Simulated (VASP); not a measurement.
A convergence study with VASP on WSi2 (MoSi2 type): one setting is varied, all else stays as given below, so the limit is that of these other settings.

```
WSi2
1.0
   -1.60500     1.60500     3.91500
    1.60500    -1.60500     3.91500
    1.60500     1.60500    -3.91500
Si W
2 1
Direct
  0.66500   0.66500   0.00000
  0.33500   0.33500   0.00000
  0.00000   0.00000   0.00000
```

Computed with PBE GGA, VASP's PBE PAW potentials (set 64) (plane waves; VASP 6.6.1). The tightest run used: 550 eV cut-off, 23×23×23 Γ-centred mesh, tetrahedra with Blöchl corrections, potentials Si W_sv.

The reference is 23×23×23 mesh, which took about 10 core-minutes. Costs are core time on shared hosts, one run each; read them as rough ratios.

**Question.** Of the settings 4×4×4 mesh; 5×5×5 mesh; 6×6×6 mesh; 7×7×7 mesh; 8×8×8 mesh; 9×9×9 mesh; 10×10×10 mesh; 11×11×11 mesh; 12×12×12 mesh; 13×13×13 mesh; 14×14×14 mesh; 15×15×15 mesh; 16×16×16 mesh; 17×17×17 mesh; 18×18×18 mesh; 19×19×19 mesh; 20×20×20 mesh; 21×21×21 mesh; 22×22×22 mesh; 23×23×23 mesh, which is the lowest that keeps the difference from the reference in E (eV/atom) within 0.002 from there on, and what does it cost?

**Answer.** 6×6×6 mesh; its cost over the reference is about 1/20.
```csv
setting,difference in E (eV/atom),cost over the reference
4×4×4 mesh,0.0233,about 1/50
5×5×5 mesh,0.0092,about 1/40
6×6×6 mesh,0.0012,about 1/20
7×7×7 mesh,0.0001,about 1/20
8×8×8 mesh,0.0000,about 1/10
9×9×9 mesh,0.0001,about 1/10
10×10×10 mesh,0.0003,about 1/9
11×11×11 mesh,0.0002,about 1/7
12×12×12 mesh,0.0001,about 1/5
13×13×13 mesh,0.0001,about 1/5
14×14×14 mesh,0.0001,about 1/4
15×15×15 mesh,0.0001,about 1/3
16×16×16 mesh,0.0000,about 1/3
17×17×17 mesh,0.0000,about 1/2
18×18×18 mesh,0.0000,about 1/2
19×19×19 mesh,0.0000,within a factor of 2
20×20×20 mesh,0.0000,within a factor of 2
21×21×21 mesh,0.0000,within a factor of 2
22×22×22 mesh,0.0000,within a factor of 2
23×23×23 mesh,0.0000,reference
```

Left out are rungs that failed or repeat a setting and relaxations that didn't move; long series are thinned to 24 rows.

The compound is WSi2 in the MoSi2 type structure. The cell was not relaxed at this level, forces remain on its atoms.
